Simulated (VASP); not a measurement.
Here is the system:

```
CrTiAs2
1.0
    3.58867     0.00000     0.00000
   -1.79433     3.10788     0.00000
    0.00000     0.00000     5.82620
Ti Cr As
1 1 2
Cartesian
  0.00000   0.00000   0.00000
  0.00000   0.00000   2.91310
  1.79433   1.03596   1.54701
  0.00000   2.07192   4.27919
```

Calculation: PBEsol GGA, VASP's PBE PAW potentials (set 64) (plane waves; VASP). Settings: 400 eV cut-off, Gaussian smearing of 0.050 eV, potentials Ti_sv Cr_pv As.

The run has a spin-polarised start.

Problem. Predict the cell moment, band gap (along the path) with the smallest direct gap where there is one.

Solution. 
```
Property                                                      Value
-------------------------  ----------------------------------------
band gap (along the path)  none (metal, semimetal or under 0.01 eV)
cell moment                                                 2.41 μB
```

Only differences to runs with the same potentials and settings are physical.

The structure comes from a computed database's TiCrAs2 entry (P-3m1); how it stands against other phases isn't given here. It was relaxed first.
